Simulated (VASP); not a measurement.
# MgS (Niningerite): exact exchange and RPA correlation, part 5 of 6

How do semilocal functionals compare with the RPA for MgS (Niningerite), and at what cost? The scan starts from a database cell scaled to its smallest volume. The cell is of the rock-salt type. The start is a cell from a database of measured crystal structures.

VASP 6.6.1, plane waves and PAW; the level of theory is named at each step.

So far. Step 23 (Orbitals, volume ratio 1.03): The run ends at a pressure of -1.19 GPa. Step 24 (Exact exchange, volume ratio 1.03): The Hartree-Fock energy on these orbitals is -7.0059 eV an atom.

## 25. Empty bands, volume ratio 1.03

This step: PBE; plane waves and PAW (S_GW, Mg_GW) (VASP 6.6.1).

The empty bands are made again, for the run that follows.

INCAR reads:

```
SYSTEM = MgS
PREC = Accurate
ENCUT = 300
ISMEAR = 0
SIGMA = 0.05
LREAL = .FALSE.
GGA = PE
NBANDS = 440
ALGO = Exact
NELM = 1
LWAVE = .TRUE.
LCHARG = .FALSE.
LOPTICS = .TRUE.
NEDOS = 1000
CSHIFT = 0.1
```

POSCAR reads:

```
MgS
1.0
    0.0000000000      2.6274105862      2.6274105862
    2.6274105862      0.0000000000      2.6274105862
    2.6274105862      2.6274105862      0.0000000000
S Mg
1 1
Direct
    0.5000000000      0.5000000000      0.5000000000
    0.0000000000      0.0000000000      0.0000000000
```

KPOINTS reads:

```
Automatic mesh
0
Gamma
4 4 4
0 0 0
```

PAW data sets: S_GW and Mg_GW (PBE family, release 64).

Run with:

```bash
$ mpirun -np 8 vasp_std
```

Log:

```text
[banner, memory and clock lines left out]
running    8 mpi-ranks, on    1 nodes
[...]
[... a notice as in an earlier step ...]

 LDA part: xc-table for (Slater+PW92), standard interpolation
 found WAVECAR, reading the header
  number of bands has changed, file:    10 present:   440
  trying to continue reading WAVECAR, but it might fail
 POSCAR, INCAR and KPOINTS ok, starting setup
[...]
reading WAVECAR
 random initialization beyond band           10
 the WAVECAR file was read successfully
 initial charge from wavefunction
 entering main loop
       N       E                     dE             d eps       ncg     rms          rms(c)
DIA:   1    -0.845634E+01   -0.84563E+01    0.00000E+00     0   0.000E+00
   1 F= -.84563351E+01 E0= -.84563351E+01  d E =-.498203E-28
 writing wavefunctions
 optical routines
 imaginary and real dielectric function
 recalculating local potential from charge density
 direction            1
 direction            2
 direction            3
```

Elapsed: 1.6 s, on 8 MPI ranks of Intel Xeon 6975P-C (Granite Rapids), shared host; peak memory 0.91 GiB; 7.2 s of CPU time.

From OUTCAR (step 25):

```text
  Total       -0.2707147     -0.2707147     -0.2707147     -0.0000000     -0.0000000     -0.0000000
  in kB      -11.9566254    -11.9566254    -11.9566254     -0.0000000     -0.0000000     -0.0000000
  external PRESSURE =     -11.9566254 kB  Pullay stress =       0.0000000 kB

 POSITION                                       TOTAL-FORCE (eV/Angst)
 -----------------------------------------------------------------------------------
      2.62741      2.62741      2.62741         0.000000      0.000000     -0.000000
      0.00000      0.00000      0.00000        -0.000000     -0.000000      0.000000
 -----------------------------------------------------------------------------------
    total drift:                               -0.000000     -0.000000      0.000000

  FREE ENERGIE OF THE ION-ELECTRON SYSTEM (eV)
  ---------------------------------------------------
  free  energy   TOTEN  =        -8.4563351024 eV

  energy  without entropy=       -8.4563351024  energy(sigma->0) =       -8.45633510

[... 1 part as in an earlier step ...]

[... 2 further parts left out ...]
[key lines of the parts left out:]
E-fermi :   3.8920
```

WAVECAR now holds 440 bands for 8 electrons.

## 26. RPA correlation, volume ratio 1.03

This step: RPA correlation on PBE orbitals; plane waves and PAW (S_GW, Mg_GW) (VASP 6.6.1).

RPA correlation at this point.

INCAR reads:

```
SYSTEM = MgS
PREC = Accurate
ENCUT = 300
ISMEAR = 0
SIGMA = 0.05
LREAL = .FALSE.
GGA = PE
NBANDS = 440
ALGO = ACFDT
ENCUTGW = 200
NOMEGA = 12
PRECFOCK = Fast
LWAVE = .FALSE.
LCHARG = .FALSE.
```

POSCAR is that of step 25.

KPOINTS is that of step 25.

Run with:

```bash
$ mpirun -np 8 vasp_std
```

Log:

```text
[banner, memory and clock lines left out]
running    8 mpi-ranks, on    1 nodes
[...]
[... a notice as in an earlier step ...]

 LDA part: xc-table for (Slater+PW92), standard interpolation
 found WAVECAR, reading the header
 POSCAR, INCAR and KPOINTS ok, starting setup
[...]
reading WAVECAR
 the WAVECAR file was read successfully
 initial charge from wavefunction
 available memory per node:     33.96 GB, setting MAXMEM to     34773

 The Fermi energy was updated, please check that it is located mid-gap
 values below the HOMO (VB) or above the LUMO (CB) will cause erroneous energies
 E-fermi :   4.8520

 the WAVEDER file was read successfully
 set NWRITE>2 for more details about minimax calculation
 number of imaginary grid points requested:      12
 number of distinct grids requested:  1
 quadrature errors minimized for energies in [ 0.269E+01, 0.301E+03 ]
 bosonic grid (T=0, re) determined with error: 0.4543E-08
 bosonic grid (re): 0.4543E-08
[...]
NQ=   2    0.2500    0.0000    0.0000,
|.........|.........|.........|.........
 performed       2678000 updates of chi_q(r,r)
 total number of BLAS operations       1325.73 Gflops
NQ=   3    0.5000    0.0000    0.0000,
|.........|.........|.........|.........
 performed       4017000 updates of chi_q(r,r)
 total number of BLAS operations       1882.75 Gflops
NQ=   4    0.2500    0.2500    0.0000,
|.........|.........|.........|.........
 performed       5356000 updates of chi_q(r,r)
 total number of BLAS operations       2469.46 Gflops
NQ=   5    0.5000    0.2500    0.0000,
|.........|.........|.........|.........
 performed       6695000 updates of chi_q(r,r)
 total number of BLAS operations       3066.25 Gflops
NQ=   6   -0.2500    0.2500    0.0000,
|.........|.........|.........|.........
 performed       8034000 updates of chi_q(r,r)
 total number of BLAS operations       3673.20 Gflops
NQ=   7    0.5000    0.5000    0.0000,
|.........|.........|.........|.........
 performed       9373000 updates of chi_q(r,r)
 total number of BLAS operations       4201.29 Gflops
NQ=   8   -0.2500    0.5000    0.2500,
|.........|.........|.........|.........
 performed      10712000 updates of chi_q(r,r)
 total number of BLAS operations       4738.93 Gflops
 entering main loop
```

Elapsed: 18 s, on 8 MPI ranks; peak memory 1.3 GiB.

OUTCAR, selected parts (step 26):

```text
      cutoff energy     smooth cutoff   RPA   correlation   Hartree contr. to MP2
---------------------------------------------------------------------------------
            200.000           160.000      -11.3117736343      -17.4099644920
            190.476           152.381      -11.2581340577      -17.3511474632
            181.406           145.125      -11.1993830224      -17.2865236410
            172.768           138.214      -11.1371237690      -17.2178056363
            164.541           131.632      -11.0701318003      -17.1435692678
            156.705           125.364      -10.9974566062      -17.0627420442
            149.243           119.394      -10.9211303558      -16.9774687382
            142.136           113.709      -10.8391504631      -16.8854005065
  linear regression

[... 2 parts as in an earlier step ...]

[... 2 further parts left out ...]
[key lines of the parts left out:]
E-fermi :   4.8520
```

The correlation energy is -6.0093 eV an atom, +9 meV against the point before. With exact exchange the total is -13.0152 eV an atom.

## 27. Comparison: r2SCAN, volume ratio 1.03

This step: r2SCAN; plane waves and PAW (S_GW, Mg_GW) (VASP 6.6.1).

The comparison at this point.

INCAR reads:

```
SYSTEM = MgS
PREC = Accurate
ENCUT = 300
EDIFF = 1E-06
NELM = 100
ISMEAR = 0
SIGMA = 0.05
LREAL = .FALSE.
ALGO = Normal
METAGGA = R2SCAN
LASPH = .TRUE.
NBANDS = 10
LWAVE = .FALSE.
LCHARG = .FALSE.
KPAR = 8
```

POSCAR is that of step 26.

KPOINTS is that of step 26.

Run with:

```bash
$ mpirun -np 8 vasp_std
```

Log:

```text
[... set-up lines as in an earlier step ...]
 entering main loop
       N       E                     dE             d eps       ncg     rms          rms(c)
DAV:   1     0.774862E+01    0.77486E+01   -0.34237E+03   168   0.531E+02
DAV:   2    -0.158746E+02   -0.23623E+02   -0.22661E+02   214   0.863E+01
DAV:   3    -0.170891E+02   -0.12145E+01   -0.12129E+01   212   0.220E+01
DAV:   4    -0.171145E+02   -0.25445E-01   -0.25439E-01   226   0.307E+00
[...]
DAV:  11    -0.154662E+02   -0.74601E-05   -0.16330E-06   172   0.798E-03    0.114E-03
DAV:  12    -0.154662E+02    0.16419E-05   -0.13365E-07   102   0.221E-03    0.232E-04
DAV:  13    -0.154662E+02    0.66844E-06   -0.10275E-08    94   0.804E-04
   1 F= -.15466211E+02 E0= -.15466211E+02  d E =-.254693E-14
```

Wall time 4 s (8 MPI ranks); peak memory 0.98 GiB.

Parts of OUTCAR (step 27):

```text
  Total       -0.5964519     -0.5964519     -0.5964519      0.0000000     -0.0000000     -0.0000000
  in kB      -26.3434214    -26.3434214    -26.3434214      0.0000000     -0.0000000     -0.0000000
  external PRESSURE =     -26.3434214 kB  Pullay stress =       0.0000000 kB

 POSITION                                       TOTAL-FORCE (eV/Angst)
 -----------------------------------------------------------------------------------
      2.62741      2.62741      2.62741         0.000000      0.000000      0.000000
      0.00000      0.00000      0.00000        -0.000000     -0.000000     -0.000000
 -----------------------------------------------------------------------------------
    total drift:                               -0.000000     -0.000000      0.000000

  FREE ENERGIE OF THE ION-ELECTRON SYSTEM (eV)
  ---------------------------------------------------
  free  energy   TOTEN  =       -15.4662111969 eV

  energy  without entropy=      -15.4662111969  energy(sigma->0) =      -15.46621120

[... 2 parts as in an earlier step ...]

[... 1 further part left out ...]
[key lines of the parts left out:]
E-fermi :   3.5285
```

Its energy is -7.7331 eV an atom, on a zero of its own.

## 28. Orbitals for comparison: HSE06, volume ratio 1.03

This step: PBE; plane waves and PAW (S_GW, Mg_GW) (VASP 6.6.1).

Starting orbitals, as before.

INCAR reads:

```
SYSTEM = MgS
PREC = Accurate
ENCUT = 300
EDIFF = 1E-05
NELM = 100
ISMEAR = 0
SIGMA = 0.05
LREAL = .FALSE.
ALGO = Normal
GGA = PE
NBANDS = 10
LORBIT = 11
LWAVE = .TRUE.
LCHARG = .FALSE.
KPAR = 8
```

POSCAR is that of step 27.

KPOINTS is that of step 27.

Run with:

```bash
$ mpirun -np 8 vasp_std
```

Log:

```text
[... set-up lines as in an earlier step ...]
 entering main loop
       N       E                     dE             d eps       ncg     rms          rms(c)
[... 10 cycles as in an earlier step ...]
DAV:  11    -0.845634E+01    0.44609E-05   -0.11582E-05   108   0.174E-02
   1 F= -.84563358E+01 E0= -.84563358E+01  d E =-.190106E-11
 writing wavefunctions
```

Run time: 1.2 s. Hardware: 8 MPI ranks; peak memory 0.96 GiB; 5.2 s of CPU time.

OUTCAR, selected parts (step 28):

```text
  Total       -0.2734897     -0.2734897     -0.2734897     -0.0000000     -0.0000000      0.0000000
  in kB      -12.0791868    -12.0791868    -12.0791868     -0.0000000     -0.0000000      0.0000000
  external PRESSURE =     -12.0791868 kB  Pullay stress =       0.0000000 kB

 POSITION                                       TOTAL-FORCE (eV/Angst)
 -----------------------------------------------------------------------------------
      2.62741      2.62741      2.62741        -0.000000     -0.000000     -0.000000
      0.00000      0.00000      0.00000         0.000000      0.000000      0.000000
 -----------------------------------------------------------------------------------
    total drift:                               -0.000000     -0.000000      0.000000

  FREE ENERGIE OF THE ION-ELECTRON SYSTEM (eV)
  ---------------------------------------------------
  free  energy   TOTEN  =        -8.4563358125 eV

  energy  without entropy=       -8.4563358125  energy(sigma->0) =       -8.45633581

[... 2 parts as in an earlier step ...]

[... 1 further part left out ...]
[key lines of the parts left out:]
E-fermi :   3.7352
```

The run ends at a pressure of -1.21 GPa.

## 29. Comparison: HSE06, volume ratio 1.03

This step: HSE06; plane waves and PAW (S_GW, Mg_GW) (VASP 6.6.1).

The comparison at this point.

INCAR reads:

```
SYSTEM = MgS
PREC = Accurate
ENCUT = 300
EDIFF = 1E-06
NELM = 100
ISMEAR = 0
SIGMA = 0.05
LREAL = .FALSE.
ALGO = Normal
LHFCALC = .TRUE.
AEXX = 0.25
GGA = PE
HFSCREEN = 0.2
LASPH = .TRUE.
NBANDS = 10
PRECFOCK = Fast
LWAVE = .FALSE.
LCHARG = .FALSE.
KPAR = 8
```

POSCAR is that of step 28.

KPOINTS is that of step 28.

The run starts from files that an earlier step left in the folder.

Run with:

```bash
$ mpirun -np 8 vasp_std
```

Log:

```text
[... set-up lines as in an earlier step ...]
 entering main loop
       N       E                     dE             d eps       ncg     rms          rms(c)
DAV:   1    -0.985740E+01   -0.98574E+01   -0.19306E-01   182   0.268E+00    0.163E-01
DAV:   2    -0.985856E+01   -0.11678E-02   -0.34496E-03   190   0.372E-01    0.120E-01
DAV:   3    -0.985829E+01    0.27343E-03   -0.19274E-04   200   0.986E-02    0.746E-02
DAV:   4    -0.985818E+01    0.11353E-03   -0.37761E-05   234   0.423E-02    0.456E-02
DAV:   5    -0.985814E+01    0.42479E-04   -0.13155E-05   240   0.243E-02    0.272E-02
DAV:   6    -0.985812E+01    0.15671E-04   -0.50621E-06   238   0.151E-02    0.161E-02
DAV:   7    -0.985811E+01    0.60516E-05   -0.19063E-06   200   0.934E-03    0.956E-03
DAV:   8    -0.985811E+01    0.23564E-05   -0.64754E-07    90   0.577E-03    0.573E-03
DAV:   9    -0.985811E+01    0.89866E-06   -0.43118E-07    96   0.491E-03
   1 F= -.98581103E+01 E0= -.98581103E+01  d E =-.185001E-11
```

Run time: 5.2 s. Hardware: 8 MPI ranks; peak memory 1.7 GiB.

Parts of OUTCAR (step 29):

```text
 POSITION                                       TOTAL-FORCE (eV/Angst)
 -----------------------------------------------------------------------------------
      2.62741      2.62741      2.62741        -0.000000      0.000000     -0.000000
      0.00000      0.00000      0.00000         0.000000     -0.000000      0.000000
 -----------------------------------------------------------------------------------
    total drift:                                0.000000      0.000000      0.000000

  FREE ENERGIE OF THE ION-ELECTRON SYSTEM (eV)
  ---------------------------------------------------
  free  energy   TOTEN  =        -9.8581102822 eV

  energy  without entropy=       -9.8581102822  energy(sigma->0) =       -9.85811028

[... 2 parts as in an earlier step ...]

[... 1 further part left out ...]
[key lines of the parts left out:]
E-fermi :   3.0475
```

Its energy is -4.9291 eV an atom, on a zero of its own.

## 30. Orbitals, volume ratio 1.06

This step: PBE; plane waves and PAW (S_GW, Mg_GW) (VASP 6.6.1).

The same chain follows at a volume ratio of 1.06.

INCAR reads:

```
SYSTEM = MgS
PREC = Accurate
ENCUT = 300
EDIFF = 1E-08
NELM = 100
ISMEAR = 0
SIGMA = 0.05
LREAL = .FALSE.
ALGO = Normal
GGA = PE
NBANDS = 10
LORBIT = 11
LWAVE = .TRUE.
LCHARG = .FALSE.
KPAR = 8
```

POSCAR reads:

```
MgS
1.0
    0.0000000000      2.6526756995      2.6526756995
    2.6526756995      0.0000000000      2.6526756995
    2.6526756995      2.6526756995      0.0000000000
S Mg
1 1
Direct
    0.5000000000      0.5000000000      0.5000000000
    0.0000000000      0.0000000000      0.0000000000
```

KPOINTS is that of step 29.

Run with:

```bash
$ mpirun -np 8 vasp_std
```

Log:

```text
[... set-up lines as in an earlier step ...]
 entering main loop
       N       E                     dE             d eps       ncg     rms          rms(c)
DAV:   1     0.141780E+02    0.14178E+02   -0.36625E+03   160   0.572E+02
DAV:   2    -0.810356E+01   -0.22282E+02   -0.21946E+02   222   0.869E+01
DAV:   3    -0.888168E+01   -0.77813E+00   -0.77719E+00   190   0.183E+01
DAV:   4    -0.889406E+01   -0.12373E-01   -0.12371E-01   228   0.233E+00
[...]
DAV:  14    -0.844357E+01   -0.11095E-07   -0.42379E-10   110   0.153E-04    0.615E-05
DAV:  15    -0.844357E+01   -0.17578E-07   -0.56625E-10    98   0.136E-04    0.232E-06
DAV:  16    -0.844357E+01   -0.87027E-10   -0.54731E-11    90   0.552E-05
   1 F= -.84435696E+01 E0= -.84435696E+01  d E =-.760845E-14
 writing wavefunctions
```

It took 1.4 s on 8 MPI ranks; peak memory 0.98 GiB; 6.8 s of CPU time.

Parts of OUTCAR (step 30):

```text
  Total       -0.7218997     -0.7218997     -0.7218997     -0.0000000      0.0000000     -0.0000000
  in kB      -30.9816800    -30.9816800    -30.9816800     -0.0000000      0.0000000     -0.0000000
  external PRESSURE =     -30.9816800 kB  Pullay stress =       0.0000000 kB

 POSITION                                       TOTAL-FORCE (eV/Angst)
 -----------------------------------------------------------------------------------
      2.65268      2.65268      2.65268        -0.000000     -0.000000      0.000000
      0.00000      0.00000      0.00000         0.000000      0.000000     -0.000000
 -----------------------------------------------------------------------------------
    total drift:                               -0.000000     -0.000000      0.000000

  FREE ENERGIE OF THE ION-ELECTRON SYSTEM (eV)
  ---------------------------------------------------
  free  energy   TOTEN  =        -8.4435696092 eV

  energy  without entropy=       -8.4435696092  energy(sigma->0) =       -8.44356961

[... 1 part as in an earlier step ...]

[... 2 further parts left out ...]
[key lines of the parts left out:]
E-fermi :   3.5188
```

The run ends at a pressure of -3.10 GPa.

## 31. Exact exchange, volume ratio 1.06

This step: Hartree-Fock energy on PBE orbitals; plane waves and PAW (S_GW, Mg_GW) (VASP 6.6.1).

Exact exchange at this point.

INCAR reads:

```
SYSTEM = MgS
PREC = Accurate
ENCUT = 300
ISMEAR = 0
SIGMA = 0.05
LREAL = .FALSE.
GGA = PE
NBANDS = 10
ALGO = Eigenval
NELM = 1
LHFCALC = .TRUE.
AEXX = 1
ALDAC = 0
AGGAC = 0
PRECFOCK = Normal
LWAVE = .FALSE.
LCHARG = .FALSE.
```

POSCAR is that of step 30.

KPOINTS is that of step 30.

The WAVECAR or CHGCAR of an earlier step is read.

Run with:

```bash
$ mpirun -np 8 vasp_std
```

Log:

```text
[... set-up lines as in an earlier step ...]
 entering main loop
       N       E                     dE             d eps       ncg     rms          rms(c)
EIG:   1    -0.140063E+02   -0.14006E+02    0.00000E+00     0   0.000E+00
   1 F= -.14006268E+02 E0= -.14006268E+02  d E =-.294504E-15
```

Wall time 1.6 s (8 MPI ranks); peak memory 0.82 GiB.

OUTCAR, selected parts (step 31):

```text
 POSITION                                       TOTAL-FORCE (eV/Angst)
 -----------------------------------------------------------------------------------
      2.65268      2.65268      2.65268        -0.000000      0.000000     -0.000000
      0.00000      0.00000      0.00000         0.000000     -0.000000      0.000000
 -----------------------------------------------------------------------------------
    total drift:                                0.000000      0.000000      0.000000

  FREE ENERGIE OF THE ION-ELECTRON SYSTEM (eV)
  ---------------------------------------------------
  free  energy   TOTEN  =       -14.0062677518 eV

  energy  without entropy=      -14.0062677518  energy(sigma->0) =      -14.00626775

[... 2 parts as in an earlier step ...]

[... 1 further part left out ...]
[key lines of the parts left out:]
E-fermi :   3.5343
```

The Hartree-Fock energy on these orbitals is -7.0031 eV an atom.

## 32. Empty bands, volume ratio 1.06

This step: PBE; plane waves and PAW (S_GW, Mg_GW) (VASP 6.6.1).

The empty bands are made again, for the run that follows.

INCAR reads:

```
SYSTEM = MgS
PREC = Accurate
ENCUT = 300
ISMEAR = 0
SIGMA = 0.05
LREAL = .FALSE.
GGA = PE
NBANDS = 456
ALGO = Exact
NELM = 1
LWAVE = .TRUE.
LCHARG = .FALSE.
LOPTICS = .TRUE.
NEDOS = 1000
CSHIFT = 0.1
```

POSCAR is that of step 31.

KPOINTS is that of step 31.

Run with:

```bash
$ mpirun -np 8 vasp_std
```

Log:

```text
[banner, memory and clock lines left out]
running    8 mpi-ranks, on    1 nodes
[...]
[... a notice as in an earlier step ...]

 LDA part: xc-table for (Slater+PW92), standard interpolation
 found WAVECAR, reading the header
  number of bands has changed, file:    10 present:   456
  trying to continue reading WAVECAR, but it might fail
 POSCAR, INCAR and KPOINTS ok, starting setup
[...]
reading WAVECAR
 random initialization beyond band           10
 the WAVECAR file was read successfully
 initial charge from wavefunction
 entering main loop
       N       E                     dE             d eps       ncg     rms          rms(c)
DIA:   1    -0.844357E+01   -0.84436E+01    0.00000E+00     0   0.000E+00
   1 F= -.84435696E+01 E0= -.84435696E+01  d E =-.127933E-18
 writing wavefunctions
 optical routines
 imaginary and real dielectric function
 recalculating local potential from charge density
 direction            1
 direction            2
 direction            3
```

It took 1.6 s on 8 MPI ranks; peak memory 0.88 GiB.

Parts of OUTCAR (step 32):

```text
  Total       -0.7219040     -0.7219040     -0.7219040     -0.0000000     -0.0000000      0.0000000
  in kB      -30.9818645    -30.9818645    -30.9818645     -0.0000000     -0.0000000      0.0000000
  external PRESSURE =     -30.9818645 kB  Pullay stress =       0.0000000 kB

 POSITION                                       TOTAL-FORCE (eV/Angst)
 -----------------------------------------------------------------------------------
      2.65268      2.65268      2.65268        -0.000000     -0.000000      0.000000
      0.00000      0.00000      0.00000         0.000000      0.000000      0.000000
 -----------------------------------------------------------------------------------
    total drift:                               -0.000000     -0.000000      0.000000

  FREE ENERGIE OF THE ION-ELECTRON SYSTEM (eV)
  ---------------------------------------------------
  free  energy   TOTEN  =        -8.4435696090 eV

  energy  without entropy=       -8.4435696090  energy(sigma->0) =       -8.44356961

[... 1 part as in an earlier step ...]

[... 2 further parts left out ...]
[key lines of the parts left out:]
E-fermi :   3.5680
```

WAVECAR now holds 456 bands for 8 electrons.

(Continued in part 6 of 6.)

[Long decimals in the printed logs are rounded to 6 places.]

[Lines on the potential files, build, host, timing and source positions are cut from VASP's logs without a mark.]

[Logs are printed without paths, hosts, clocks, repeated set-up lines and the standing remarks that a program may print on its own settings, such as how far it seeks lower states.]

[Hosts, paths, dates, database ids (printed as entryN), source tags and the programs' standing remarks are cut or masked in the printed files.]

[Measured values are set beside computed ones only where the two were judged alike; some that the calculation misses by far are left out.]

[Pressures printed for these runs are not shown converged in the cutoff: they can be off by several GPa and have the wrong sign.]
